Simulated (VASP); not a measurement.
# A VASP study of ZnS (Wurtzite-6H) (AM05): structure first, properties next, part 6 of 6

What structure does ZnS (Wurtzite-6H) take at this level, and what are its properties? The start is a cell from a database of measured crystal structures.

VASP 6.6.1, plane waves and PAW; the level of theory is named at each step.

So far. Step 13 (Volume scan with AM05 (run 7)): The pressure falls from -2.75 to -3.93 GPa. The parabola predicted -3.91 GPa, +0.02 GPa off. Step 15 (Fit for AM05): The fit over cells of fixed shape and fractional positions puts the volume +0.32 % from the relaxed one. At a finite cutoff and mesh the minimum of the energy and the zero of the stress don't quite coincide, and the relaxation stops at a threshold. The relaxed cell has a = 3.796, c = 18.613 Å (conventional setting).

The database entry behind the starting cell has ideal inner coordinates that were not refined, so it need not match the best structure at ambient conditions.

## (16) Independent-particle dielectric function (AM05) (continued)

Level of this step: AM05; plane waves and PAW (Zn, S) (VASP).

The imaginary dielectric function has structure finer than the step of the table below, so its rows give means over 1 eV, whole bins alone (the curve runs from 0 to 25.0 eV). Peaks (eV: height): xx 5.8: 13.5, 6.7: 11.5; zz 4.9: 9.97, 6.0: 13.5, 7.6: 9.26.

Imaginary dielectric function against photon energy; means over each step:

```
photon energy (eV)      xx      zz
                 1  0.0425  0.0417
                 2   0.333   0.324
                 3    1.24    1.14
                 4    3.55    3.20
                 5    6.44    7.87
                 6    11.0    10.7
                 7    9.55    8.64
                 8    6.86    7.41
                 9    4.00    3.99
                10    3.04    2.81
                11    2.15    2.21
                12    1.57    1.58
                13    1.18    1.17
                14   0.913   0.928
                15   0.623   0.637
                16   0.534   0.542
                17   0.450   0.438
                18   0.437   0.412
                19   0.396   0.404
                20   0.396   0.392
                21   0.319   0.327
                22   0.268   0.259
                23   0.222   0.224
                24   0.196   0.198
```

Table of real dielectric function by photon energy:

```
photon energy (eV)       xx       zz
               0.0     6.31     6.32
               0.5     6.35     6.36
               1.0     6.49     6.51
               1.5     6.77     6.78
               2.0     7.38     7.36
               2.5     7.68     7.53
               3.0     7.90     8.23
               3.5     8.38     9.10
               4.0     11.1     9.97
               4.5     8.58     10.4
               5.0     7.42     6.77
               5.5     10.5     7.51
               6.0     2.91     3.69
               6.5     2.41     1.10
               7.0   -0.458   -0.334
               7.5   -0.990    0.435
               8.0    -1.79    -2.26
               8.5    -2.79    -2.92
               9.0    -2.51    -2.88
               9.5    -1.83    -2.14
              10.0    -1.51    -1.24
              10.5    -1.88    -1.78
              11.0    -1.74    -1.74
              11.5    -1.40    -1.30
              12.0    -1.26    -1.33
              12.5    -1.20    -1.16
              13.0   -0.910   -0.960
              13.5   -0.875   -0.778
              14.0   -0.755   -0.779
              14.5   -0.669   -0.623
              15.0   -0.519   -0.508
              15.5   -0.327   -0.342
              16.0   -0.294   -0.299
              16.5   -0.149   -0.176
              17.0  -0.0725  -0.0933
              17.5   0.0367   0.0179
              18.0   0.0299   0.0586
              18.5   0.0922    0.105
              19.0    0.190    0.214
              19.5    0.207    0.192
              20.0    0.157    0.144
              20.5    0.194    0.207
              21.0    0.243    0.240
              21.5    0.256    0.250
              22.0    0.267    0.265
              22.5    0.304    0.315
              23.0    0.350    0.348
              23.5    0.368    0.359
              24.0    0.405    0.419
              24.5    0.442    0.422
```

The mean of ε2 over directions passes 5 % of its top at 2.18 eV, against a least direct gap of 2.21 eV on this mesh, so absorption sets in close to the direct gap.

## (17) Self-consistent run (AM05) with a changed input

This step: AM05, spin-polarised from a default ferromagnetic start; plane waves and PAW (Zn, S) (VASP 6.6.1).

This run is made with a changed input; what comes of it follows.

INCAR reads:

```
SYSTEM = ZnS
PREC = Accurate
ENCUT = 400
EDIFF = 1E-06
NELM = 63
ISMEAR = 0
SIGMA = 0.05
LREAL = .FALSE.
ALGO = Normal
GGA = AM
NBANDS = 66
LORBIT = 11
LWAVE = .FALSE.
LCHARG = .FALSE.
KPAR = 4
NCORE = 2
ISIF = 2
ISPIN = 2
NUPDOWN = 40
```

POSCAR reads:

```
ZnS
1.0
    3.7959909386      0.0000000000      0.0000000000
   -1.8979954693      3.2874245853      0.0000000000
    0.0000000000      0.0000000000     18.6128496718
Zn S
6 6
Direct
    0.0000000000      0.0000000000      0.9999934030
    0.0000000000      0.0000000000      0.4999934030
    0.3333333333      0.6666666667      0.1667599821
    0.6666666667      0.3333333333      0.6667599821
    0.6666666667      0.3333333333      0.3333164738
    0.3333333333      0.6666666667      0.8333164738
    0.0000000000      0.0000000000      0.1251289240
    0.0000000000      0.0000000000      0.6251289240
    0.3333333333      0.6666666667      0.2916313528
    0.6666666667      0.3333333333      0.7916313528
    0.6666666667      0.3333333333      0.4581698643
    0.3333333333      0.6666666667      0.9581698643
```

KPOINTS reads:

```
Automatic mesh
0
Gamma
6 6 1
0 0 0
```

PAW data sets: Zn and S (PBE family, release 64).

On the command line:

```bash
> mpirun -np 8 vasp_std
```

Output:

```text
[banner, memory and clock lines left out]
running    8 mpi-ranks, on    1 nodes
[...]
|                                                                             |
|           W    W    AA    RRRRR   N    N  II  N    N   GGGG   !!!           |
|           W    W   A  A   R    R  NN   N  II  NN   N  G    G  !!!           |
|           W    W  A    A  R    R  N N  N  II  N N  N  G       !!!           |
|           W WW W  AAAAAA  RRRRR   N  N N  II  N  N N  G  GGG   !            |
|           WW  WW  A    A  R   R   N   NN  II  N   NN  G    G                |
|           W    W  A    A  R    R  N    N  II  N    N   GGGG   !!!           |
|                                                                             |
|     You requested a magnetic or noncollinear calculation, but did not       |
|     specify the initial magnetic moment with the MAGMOM tag. Note that      |
|     a default of 3.333 will be used for all atoms. This ferromagnetic       |
|     setup may break the symmetry of the crystal, in particular it may       |
|     rule out finding an antiferromagnetic solution. Thence, we              |
|     recommend setting the initial magnetic moment manually or verifying     |
|     carefully that this magnetic setup is desired.                          |
|                                                                             |

 [... a notice as in an earlier step ...]

 LDA part: xc-table for (Slater+PW92), standard interpolation
 POSCAR, INCAR and KPOINTS ok, starting setup
[...]
entering main loop
       N       E                     dE             d eps       ncg     rms          rms(c)
```

Run time: 4.6 min. Hardware: 8 MPI ranks of Intel Xeon Platinum 8259CL at 2.50GHz (Skylake/Cascade Lake), shared host.

The run was cut off at its time limit.

The fault in the input: moment fixed beyond the electrons or bands at hand (ISPIN = 2 and NUPDOWN = 40). NUPDOWN must fit the electron count, and NBANDS must hold the larger spin.

## (18) Summary of results

```yaml
relaxed_volume: 19.36 Å³/atom
relaxed_conventional_cell_a_b_c: 3.796, 3.796, 18.613 Å; angles 90.0, 90.0, 120.0°
space_group_after_relaxing_within_0p02_a: P6_3mc (No. 186)
band_gap: 2.21 eV, direct
gap_among_the_points_of_the_dos_mesh_alone_an_upper_bound: 2.21 eV
bulk_modulus_from_the_fit: 75.1 GPa
volume_from_the_fit: 19.4 Å³/atom
strongest_peak_of_eps_2_mean_over_directions: 5.93 eV
eps_1_at_zero_frequency_no_local_fields_mean: 6.31
```

What this shows: With AM05, ZnS (Wurtzite-6H) relaxes to 19.36 Å³/atom in space group P6_3mc (held by the symmetry of the run), has a direct gap of 2.21 eV and has a bulk modulus of 75.1 GPa. Against the listed cell the volume lies -1.2 % (a -0.4 %, c -0.4 %). Bands along the symmetry lines (AM05): On this path the gap is direct, 2.21 eV, with the valence top at Γ and the conduction bottom at Γ. Semilocal functionals usually underestimate gaps. No search among competing phases was made, and a listed structure need not be the one stable at ambient conditions. All values are for a static lattice at zero temperature.

[Lines on the potential files, build, host, timing and source positions are cut from VASP's logs without a mark.]

[Logs are printed without paths, hosts, clocks, repeated set-up lines and the standing remarks that a program may print on its own settings, such as how far it seeks lower states.]

[Hosts, paths, dates, database ids (printed as entryN), source tags and the programs' standing remarks are cut or masked in the printed files.]

[A measured line is paired with the nearest computed mode of its activity, which favours agreement.]

[In band tables of VASP the shares of atoms and orbitals are scaled to a sum of 1 inside the atoms' spheres.]
